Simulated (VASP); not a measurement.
For cubic AgCl (rock salt), PBE GGA, VASP's PBE PAW potentials (set 64) (VASP 6.6.1) gives ε∞ = 4.96, a static ε₀ = 14.84 and a transverse optical mode at 94 cm⁻¹.

### Question
Estimate the longitudinal optical frequency at Γ.

### Answer
By the Lyddane-Sachs-Teller relation, ω_LO = ω_TO √(ε₀/ε∞) = 94 × √(14.84/4.96) = 163 cm⁻¹.

Measured: ε∞ 4.00 at 300 K (computed value off by +24.0 %), as given by Rakita et al., (2019), arXiv:1907.03971.

The compound is AgCl in the rock salt structure. It was relaxed first.
